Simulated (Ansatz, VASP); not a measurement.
# Cross-check of W2S2N (W2NS2 MXene monolayer) between VASP and Ansatz

One calculation is typed for both programs; each brings its own data sets. How far apart do they land? The structure shown is the start of the Ansatz relaxation below; VASP solves that cell, so the two are compared at the walk's first step.

Main program and level: Ansatz 0.2.0; plane waves, with VASP 6.6.1 beside it; single point at PBE with D3(BJ).

## 1. The starting structure

The cell holds 5 atoms: 2 S, 2 W and 1 N. Its edges and angles: a = 3.054 Å, b = 3.054 Å, c = 42.977 Å, α = 90.0°, β = 90.0°, γ = 120.0°. Vacuum lies along c.

Coordinates:

```cif
data_structure
_symmetry_space_group_name_H-M 'P 1'
_symmetry_Int_Tables_number 1
_cell_length_a 3.0539
_cell_length_b 3.0539
_cell_length_c 42.9772
_cell_angle_alpha 90.000
_cell_angle_beta 90.000
_cell_angle_gamma 120.000
_cell_volume 347.12
loop_
_atom_site_label
_atom_site_type_symbol
_atom_site_fract_x
_atom_site_fract_y
_atom_site_fract_z
_atom_site_occupancy
S1 S 0.33333 0.66667 0.43046 1
S2 S 0.66667 0.33333 0.56954 1
W3 W 0.66667 0.33333 0.47196 1
W4 W 0.33333 0.66667 0.52804 1
N5 N 0.00000 0.00000 0.50000 1
```

## 2. Ansatz: relaxation, PBE with D3(BJ)

Ansatz runs on its default PAW (the set named soft_2) files.

The two programs are compared at the cell with which this relaxation starts, whose forces are those of its first step.

input.yaml reads:

```yaml
crystal:
  lattice:
    - [3.053908, 0.0, 0.0]
    - [-1.526954, 2.6447619088, 0.0]
    - [0.0, 0.0, 42.9772096949]
  atoms:
    - { symbol: S, position: [0.3333333333, 0.6666666667, 0.4304607054] }
    - { symbol: W, position: [0.6666666667, 0.3333333333, 0.4719620994], spin: 1.0 }
    - { symbol: "N", position: [0.0, 0.0, 0.5] }
    - { symbol: W, position: [0.3333333333, 0.6666666667, 0.5280379006], spin: 1.0 }
    - { symbol: S, position: [0.6666666667, 0.3333333333, 0.5695392946] }
  periodic: [true, true, false]
magnetization:
  spin_polarized: true
kpoints:
  mp_grid: { grid: [12, 12, 1] }
hamiltonian:
  xc: pbe
  dispersion: d3bj
scf:
  occupations: { method: fermi_dirac, width: 0.05 }
  convergence: { dr2_threshold: 1.0e-09 }
relax:
  f_tol: 0.004
  max_steps: 90
  cell: {}
output:
  write_potential: true
  write_density: true
  volumetric_format: npy
```

Launch:

```sh
$ ansatz run input.yaml --threads 2 --pin off --max-ram 3072MiB --backend cpu --events-out ev --progress --plain --runs-dir out
```

Numbers of over 12 decimals in the logs are rounded to 6 here.

Log:

```text
Warning: relax.cell: scf.convergence.dr2_threshold = 1e-9 eV is looser than the 1.95870095071e-10 eV advised for a relaxation that steers and ends on the stress (1e-10 eV for each atom of the cell: 5, times the square of relax.cell.stress_2d_tol = 0.05 N/m over 16.0 Å (the atoms' height at the walk's start and 5 Å past either face), 3.129e-2 GPa, over a crystal's default 0.05). What an SCF threshold leaves in a stress goes as its square root, and in the free energy as the threshold itself, and one threshold admits the most on a small cell: [figures from the program's tests cut] Set scf.convergence.dr2_threshold to 1.95870095071e-10 eV or tighter. [rest of the remark cut]
Engine: ansatz 0.2.0, x86_64-unknown-linux-gnu
Pseudopotentials: kind: paw
Pseudopotential: S, paw, valence charge 6, recommended cutoff 420 eV (normal), S.paw.azcp
Pseudopotential: W, paw, valence charge 14, recommended cutoff 420 eV (normal), W.paw.azcp
Pseudopotential: N, paw, valence charge 5, recommended cutoff 420 eV (normal), N.paw.azcp
Functional definition: PBE
  parameter kappa = 0.804
  parameter beta = 0.066725
  exchange = pbe_x(kappa = kappa, mu = beta*pi^2/3)
  correlation = pbe_c(beta = beta)
Crystal: 5 atoms, lattice volume = 347.121 Å³
Basis set: ecut = 420 eV, 6731 PW (Γ), exchange–correlation on 48×48×576 points (8 copies of the dense FFT grid, shifted against one another)
Bands: 29, of which v1, the nominal top of the filled ones, is band 23 counted from 1 (22 counted from 0)
Symmetry: 12 space group operations
Space group: P-3m1 (ITA 164), of the structure as read, at distance tolerance 7.0e-5 Å
Magnetic group: BNS 164.85 (UNI 1315), of the structure as read, at distance tolerance 7.0e-5 Å
k-points: 19 of 144
Non-local potential: S, projectors of the file, l = 0: 2, l = 1: 2, l = 2: 2
Non-local potential: W, projectors of the file, l = 0: 3, l = 1: 2, l = 2: 2, l = 3: 1
Non-local potential: N, projectors of the file, l = 0: 2, l = 1: 2, l = 2: 1
PAW form: soft (Blöchl's): semilocal exchange-correlation on the pseudo side does not see the compensation charge
PAW one-centre angular grid: S, 110 points (default); XC on 64 Gauss nodes
PAW one-centre angular grid: W, 590 points (default); XC on 64 Gauss nodes
PAW one-centre angular grid: N, 110 points (default); XC on 64 Gauss nodes
Initial density: superposition of atomic densities (neutral atoms: chi_scale 0, normalization atom)
Starting moments: Σ|m| = 2 μB on 2 of 5 sites
Initial wavefunctions: pseudopotential atomic-orbital guess
Functional: x = pbe(κ = 0.804, μ = 0.219515), c = pbe(β = 0.066725)
SCF iter   1: F=—  HF=-22961.756209 eV  |F-HF|=—  |Δ(HF+E_count)|=         —  Δρ=2.36e-2 (↑2.36e-2 ↓1.93e-2)  dr2=7.60e0  dr2_m=9.58e-2  M=0.977 μB ∫|m|=1.123 μB  β_m=0.30  ethr=3.10e-3  ⟨swp⟩=16.5  Hψ=9261  notcnv=0
Mixer restart at iter 1: flushing history
preconditioner: auto → LDOS  [metal: Δε(μ)=0.056 eV  Ē_g=9.398 eV  σ=0.050 eV  W_gap=0.27  n_scr=26 (ndim 8)  ℏωp=10.7 eV  f_vac=0.769  D(μ)=2.88/eV (n_scr^D=16)]
spin=Collinear: LDOS preconditioning applied to the charge; magnetization (m = ρ↑ − ρ↓) channel mixes plain (no charge-response kernel on spin).
SCF iter   2: F=—  HF=-22960.807124 eV  |F-HF|=—  |Δ(HF+E_count)|=   9.49e-1  Δρ=1.71e-2 (↑1.71e-2 ↓1.43e-2)  dr2=4.16e0  dr2_m=5.77e-2  M=0.875 μB ∫|m|=1.011 μB  β_m=0.60  ethr=3.10e-3  ⟨swp⟩=3.6  Hψ=2401  notcnv=0  defer=26
SCF iter   3: F=—  HF=-22959.965131 eV  |F-HF|=—  |Δ(HF+E_count)|=   8.42e-1  Δρ=3.30e-3 (↑3.30e-3 ↓3.07e-3)  dr2=1.94e-1  dr2_m=1.16e-2  M=0.510 μB ∫|m|=0.592 μB  β_m=0.58  ethr=3.10e-3  ⟨swp⟩=4.3  Hψ=2771  notcnv=0  defer=26
SCF iter   4: F=—  HF=-22960.024400 eV  |F-HF|=—  |Δ(HF+E_count)|=         —  Δρ=3.03e-3 (↑2.55e-3 ↓3.03e-3)  dr2=1.61e-2  dr2_m=2.21e-2  M=0.169 μB ∫|m|=0.217 μB  β_m=0.58  ethr=4.32e-4  ⟨swp⟩=3.8  Hψ=2893  notcnv=0  defer=18
SCF iter   5: F=—  HF=-22960.025212 eV  |F-HF|=—  |Δ(HF+E_count)|=   8.11e-4  Δρ=1.58e-3 (↑1.48e-3 ↓1.58e-3)  dr2=1.96e-3  dr2_m=7.20e-3  M=0.106 μB ∫|m|=0.136 μB  β_m=0.79  ethr=3.58e-5  ⟨swp⟩=3.8  Hψ=2788  notcnv=0  defer=19
SCF iter   6: F=—  HF=-22960.026808 eV  |F-HF|=—  |Δ(HF+E_count)|=   1.60e-3  Δρ=3.39e-4 (↑2.51e-4 ↓3.39e-4)  dr2=2.31e-4  dr2_m=2.50e-4  M=0.025 μB ∫|m|=0.032 μB  β_m=0.84  ethr=4.35e-6  ⟨swp⟩=3.4  Hψ=2655  notcnv=0  defer=19
[...]
preconditioner: auto → LDOS  [metal: Δε(μ)=0.043 eV  Ē_g=8.847 eV  σ=0.050 eV  W_gap=0.20  n_scr=22 (ndim 8)  ℏωp=10.9 eV  f_vac=0.769  D(μ)=2.70/eV (n_scr^D=16)]
spin=Collinear: LDOS preconditioning applied to the charge; magnetization (m = ρ↑ − ρ↓) channel mixes plain (no charge-response kernel on spin).
SCF iter   2: F=—  HF=-22960.667738 eV  |F-HF|=—  |Δ(HF+E_count)|=   1.59e-4  Δρ=9.16e-6 (↑9.16e-6 ↓9.05e-6)  dr2=9.08e-7  dr2_m=6.59e-8  M=0.000 μB ∫|m|=0.000 μB  β_m=0.60  ethr=1.51e-8  ⟨swp⟩=2.6  Hψ=1541  notcnv=0
SCF iter   3: F=—  HF=-22960.667739 eV  |F-HF|=—  |Δ(HF+E_count)|=   2.01e-7  Δρ=2.42e-6 (↑2.30e-6 ↓2.42e-6)  dr2=4.24e-8  dr2_m=7.35e-9  M=0.000 μB ∫|m|=0.000 μB  β_m=0.64  ethr=2.02e-9  ⟨swp⟩=3.4  Hψ=2391  notcnv=0
[...]
iter 1 solved again at ethr=3.31e-7 eV; its pass at ethr=3.10e-3 eV (dr2=1.49e-4 eV) is discarded
SCF iter   1: F=—  HF=-22960.667537 eV  |F-HF|=—  |Δ(HF+E_count)|=         —  Δρ=6.99e-7 (↑6.93e-7 ↓6.99e-7)  dr2=3.95e-9  dr2_m=1.22e-11  M=0.000 μB ∫|m|=0.000 μB  β_m=0.65  ethr=3.31e-7  ⟨swp⟩=7.1  Hψ=15244  notcnv=0
eigensolver tolerance schedule: the retry pair's looser diagonalisation over-reported the residual by 37757.04 of it (diagonalisation noise at an unbounded share of the residual, at the tolerance the schedule requests for it); recorded, not acted on — ethr = c·dr2/N_el stays at c = 1.0e-1
preconditioner: auto → LDOS  [metal: Δε(μ)=0.043 eV  Ē_g=8.846 eV  σ=0.050 eV  W_gap=0.21  n_scr=22 (ndim 8)  ℏωp=10.9 eV  f_vac=0.769  D(μ)=2.70/eV (n_scr^D=16)]
spin=Collinear: LDOS preconditioning applied to the charge; magnetization (m = ρ↑ − ρ↓) channel mixes plain (no charge-response kernel on spin).
SCF iter   2: F=—  HF=-22960.667699 eV  |F-HF|=—  |Δ(HF+E_count)|=   1.63e-4  Δρ=4.24e-7 (↑4.24e-7 ↓4.20e-7)  dr2=2.75e-9  dr2_m=3.81e-12  M=0.000 μB ∫|m|=0.000 μB  β_m=0.34  ethr=8.78e-12  ⟨swp⟩=8.4  Hψ=6098  notcnv=0
SCF iter   3: F=—  HF=-22960.667699 eV  |F-HF|=—  |Δ(HF+E_count)|=   2.74e-9  Δρ=2.65e-7 (↑2.65e-7 ↓2.57e-7)  dr2=5.32e-10  dr2_m=3.70e-12  M=0.000 μB ∫|m|=0.000 μB  β_m=0.67  ethr=6.11e-12  ⟨swp⟩=3.3  Hψ=1993  notcnv=0
SCF iter   4: F=-22960.667699 eV  HF=-22960.667699 eV  |F-HF|=1.27e-10  |Δ(HF+E_count)|=  4.73e-10  Δρ=7.23e-8 (↑6.91e-8 ↓7.23e-8)  dr2=2.40e-11  dr2_m=7.78e-13  M=0.000 μB ∫|m|=0.000 μB  ethr=1.18e-12  ⟨swp⟩=15.4  Hψ=10870  notcnv=0
the starting moments were not kept: the SCF closed with an absolute magnetisation of 2.3e-6 μB, where they sum to 2 μB in size (2 sites). That is at most 0.1 of that sum. Measured as dr2_m measures the in/out step, that magnetisation stands 5.0e-13 eV from none, at or under the dr2_threshold of 1.0e-9 eV: it is no larger than a step whose dr2_m would equal this threshold.
SCF 10 converged in 4 iterations: F = -22960.667699 eV  dr2 = 2.40e-11
relax step  10: F+E_penalty+E_count = -22960.66769925 eV  Δ(F+E_penalty+E_count) = +3.961e-5 eV  max|allowed force component| = 7.417e-4 eV/Å  Δτ_max = 0.0000 Å  P = +0.001 N/m  Ω = 333.866 Å³  fix = [c, alpha, beta]  reactions: c +0.000 N/m  stress off target by 6.03e-4 N/m on what of the cell is left free  SCF on the basis re-selected at this cell (its energy is not comparable with the rows above)  (4 SCF iters)
basis re-selected at this cell: Δ(F+E_penalty+E_count) = +3.961e-5 eV, ΔP = -0.000 N/m vs the last step (what re-selecting the basis moved, of the pressure what is left beyond the Pulay correction that the steps carried, after the strain that the cell walked since its last selection, with what the two solves' SCF thresholds leave and, on support functions, any second-order correction that the steps lacked; it is no m [...]
SCF converged after 4 iterations
Magnetization: 0.0000 μB (22.5000 up, 22.5000 down)
Absolute magnetization: 0.0000 μB (∫|ρ↑−ρ↓|, with the PAW one-centre terms)
Spin contamination: 0.0000 ħ² per cell (⟨S²⟩ above its minimum at these occupations)
Per-site moments (μB) at R_I (Å): [(-1.0313846291155302e-7, 0.987563), (5.224215693788086e-7, 0.920175), (1.2681467775458532e-7, 0.920175), (5.224215693692867e-7, 0.920175), (-1.0313846290941657e-7, 0.987563)]
Free energy (F): -22960.667699 eV
Harris-Foulkes:  -22960.667699 eV  (|F-HF|=1.27e-10)
Internal energy: -22960.645992 eV  (E = F + TS)
E sigma→0 (E₀):  -22960.656845 eV
Entropy (-TS):   -0.021708 eV (-4.342 meV/atom)
Fermi energy:    -4.970321 eV
--- Per-component energies (eV) ---
  E_band       = -1180.329364
  E_kinetic    = 1251.660465
  E_local      = -201019.213992  (includes V_loc(G=0)·N_el)
  E_nonlocal   = 104.197447
  E_hartree    = 99746.952476
  E_xc         = -790.006242
  E_vxc        = -731.445613  (∫ρ·V_xc dr)
  E_paw        = -18453.027232  (= ΣΔE_a)
  E_vpaw       = -279.432349  (= ΣTr[D̂ρ^β])
  E_aug_tail   = -0.000055  (compensation charges beyond the density's cutoff)
  E_ewald      = 96200.648219
  E_disp       = -1.857077  (pairwise vdW)
  E_smearing   = -0.021708  (= −TS)
  E_closure    = 0.000000  (closes the sum)
  Σ components = -22960.667699   (vs F -22960.667699, Δ=0.00e0)
--- Forces (eV/Å), atoms counted from 1 ---
  atom   1  S     -0.00000000    -0.00000000    -0.00074170
  atom   2  W     -0.00000000     0.00000000     0.00028608
  atom   3  N      0.00000000     0.00000000     0.00000000
  atom   4  W     -0.00000000    -0.00000000    -0.00028608
  atom   5  S      0.00000000     0.00000000     0.00074170
  max |Σ_I F_I| component: 9.25e-18 eV/Å
--- 2D stress c σ (N/m, compression-positive) ---
        0.000603       0.000000       0.000000
        0.000000       0.000603       0.000000
        0.000000       0.000000       0.000000
  P = ½ c Tr σ = 0.0006 N/m
--- Band table (eV; the first three rows and the last of 38) ---
  k-point 0 ↑: bands = [... 19 lower, -5.6742, -5.6742, -5.6690, -5.6690, -5.5101, -4.8218, -4.8218, -2.2651, ... 2 higher]
  k-point 1 ↑: bands = [... 19 lower, -6.7181, -6.4541, -5.4042, -5.2627, -4.9661, -4.8297, -4.7520, -2.5391, ... 2 higher]
  k-point 2 ↑: bands = [... 19 lower, -6.9096, -6.9088, -6.0157, -5.2039, -5.0552, -4.2666, -3.9463, -2.5806, ... 2 higher]
  k-point 18 ↓: bands = [... 19 lower, -9.2184, -5.1711, -4.6867, -4.6867, -4.0592, -3.2920, -3.2920, -2.2858, ... 2 higher]
  the weakly bound empty levels are not read free of the cell's end (no_gap_told)
--- Relaxed structure (8 steps of the walk, 7 accepted, 2 SCFs on fresh bases) ---
  F+E_penalty+E_count = -22960.66769925 eV   max|allowed force component| = 7.417e-4 eV/Å   (the final SCF, on the basis selected at the relaxed cell)
  cell:  # Å, volume = 333.8660 Å³
    - [2.995034, 0.0, 0]
    - [-1.497517, 2.593775, 0]
    - [0, 0, 42.9772096949]
  atoms:
    - { symbol: S, position: [0.333333, 0.666667, 0.428682] }
    - { symbol: W, position: [0.666667, 0.333333, 0.467209] }
    - { symbol: N, position: [0, 0, 0.5] }
    - { symbol: W, position: [0.333333, 0.666667, 0.532791] }
    - { symbol: S, position: [0.666667, 0.333333, 0.571318] }
```

[end of part 1 of 2]

[Lines on the potential files, build, host, timing and source positions are cut from VASP's logs without a mark.]

[Logs are printed without paths, hosts, clocks, repeated set-up lines and the standing remarks that a program may print on its own settings, such as how far it seeks lower states.]

[Hosts, paths, dates, database ids (printed as entryN), source tags and the programs' standing remarks are cut or masked in the printed files.]
